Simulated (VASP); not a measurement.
Write the native input for VASP 6.6.1 that does the following.

```yaml
Task: atomic charges
Functional: PBE
Dispersion: TS
Potentials_or_basis: VASP PAW PBE potentials, release 64 (B, F, H)
Cutoff: 520 eV
k_mesh: 1 × 1 × 1
Occupations: gaussian, width 0.01 eV
Spin: no spin polarisation
Further_INCAR_settings: ALGO = Normal; EDIFF = 1e-06
```

The structure of BFH2 lies in POSCAR:

```
BH2F
1.0
   12.0000000000      0.0000000000      0.0000000000
    0.0000000000     11.0000000000      0.0000000000
    0.0000000000      0.0000000000     11.0000000000
B F H
1 1 2
Direct
    0.4967791700      0.4906136400      0.5082772700
    0.5874875000      0.4640045500      0.5701590900
    0.4146791700      0.4319681800      0.5280045500
    0.5019041700      0.5718500000      0.4360227300
```

These files were run (other wordings do the same):

INCAR

```
SYSTEM = BH2F
PREC     = Accurate       ! precision mode
ENCUT    = 520            ! plane-wave cutoff, eV
EDIFF    = 1E-6           ! SCF threshold, eV
ISMEAR   = 0              ! smearing method
SIGMA    = 0.01           ! smearing width, eV
LREAL    = .FALSE.        ! projectors in reciprocal space
LASPH    = .TRUE.         ! aspherical terms in the spheres
NELM     = 100            ! most SCF steps
ALGO     = Normal         ! electronic algorithm
ISIF     = 2              ! what is computed and relaxed
LWAVE    = .FALSE.        ! write WAVECAR
LCHARG   = .FALSE.        ! write CHGCAR
GGA      = PE             ! functional
IVDW     = 2              ! dispersion correction
LORBIT   = 10             ! projections on sites
```

KPOINTS

```
regular mesh
0
G
  1 1 1
  0 0 0
```

Potentials or basis: VASP PAW PBE potentials, release 64 (B, F, H).

Run with:

```console
$ cat potpaw_PBE.64/B/POTCAR potpaw_PBE.64/F/POTCAR potpaw_PBE.64/H/POTCAR > POTCAR
$ mpirun -np 1 vasp_gam > vasp.out
```

Results of the run:

```yaml
Largest_force: 0.722 eV/Å
Gap_between_the_frontier_levels: 5.48 eV
Valence_electrons_inside_the_program's_atomic_spheres: B 2.02; F 6.15; H 0.65
Hirshfeld_charges: B +0.21; F -0.11; H -0.05 e
Dispersion_energy_per_atom: 0.000 eV
```

It took 69 s on 1 thread of Intel(R) Xeon(R) 6975P-C (Granite Rapids), with other jobs on the host, peak memory 1.1 GiB.
